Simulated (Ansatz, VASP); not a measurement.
**Zn2C: VASP beside Ansatz**

Contents of POSCAR:

```
Zn2C
1.0
    0.0000000000      2.5779490272      2.5779490272
    2.5779490272      0.0000000000      2.5779490272
    2.5779490272      2.5779490272      0.0000000000
C Zn
1 2
Direct
    0.0000000000      0.0000000000      0.0000000000
    0.2500000000      0.2500000000      0.2500000000
    0.7500000000      0.7500000000      0.7500000000
```

Contents of INCAR.step1:

```
ALGO = Normal
EDIFF = 1E-5
ENCUT = 520
GGA = PE
ISIF = 2
ISMEAR = -1
LASPH = T
LCHARG = F
LREAL = F
LWAVE = T
NBANDS = 21
NELM = 100
PREC = Accurate
SIGMA = 0.02
```

The input INCAR.step2:

```
ALGO = Normal
EDIFF = 1E-6
ENCUT = 520
GGA = PE
HFSCREEN = 0.2079
ISIF = 2
ISMEAR = -1
ISTART = 1
LASPH = T
LCHARG = F
LHFCALC = T
LREAL = F
LWAVE = F
NBANDS = 21
NELM = 100
PREC = Accurate
PRECFOCK = Normal
SIGMA = 0.02
```

KPOINTS

```
k-points
0
Gamma
  4 4 4
```

Input for Ansatz:

```yaml
crystal:
  lattice:
    - [0.0, 2.5779490272, 2.5779490272]
    - [2.5779490272, 0.0, 2.5779490272]
    - [2.5779490272, 2.5779490272, 0.0]
  atoms:
    - { symbol: C, position: [0.0, 0.0, 0.0] }
    - { symbol: Zn, position: [0.25, 0.25, 0.25] }
    - { symbol: Zn, position: [0.75, 0.75, 0.75] }
kpoints:
  mp_grid: { grid: [4, 4, 4] }
hamiltonian:
  xc: hse06
scf:
  occupations: { method: fermi_dirac, width: 0.02 }
  n_extra_bands: 4
output:
  forces: true
  stress: true
  eigenvalues: true
```

The cell was built by a generator and needn't be a form met in nature.

Alike in both runs: task single point; functional HSE06; k mesh 4 × 4 × 4; occupations fermi-dirac, width 0.02 eV; no spin polarisation.

|  | VASP | Ansatz |
| --- | --- | --- |
| version | VASP 6.6.1 | Ansatz 0.2.0 |
| potentials or method | VASP PAW PBE potentials, release 64 (C, Zn) | plane waves, PAW |
| plane-wave cutoff (eV) | 520 | 420 |
| valence electrons in the cell | 28 | 28 |

Ansatz gave:

| Item | Value |
| --- | --- |
| gap on the k mesh at the Fermi level (eV) | 0.81 |
| pressure (GPa) | 1.0 |

Task: Which values does VASP return?

Result: gap on the k mesh at the Fermi level (eV): 0.82; pressure (GPa): 1.6.

With one functional, cell and mesh, what is left measures potentials, basis and numerics. Ansatz warned: «stress_exchange_threshold_loose».

Caveats: the k mesh is coarse (spacing up to 0.53 Å⁻¹), so the values aren't converged, least of all with exact exchange; the PAW data sets were made with another functional, which shifts forces and pressure a little (VASP).
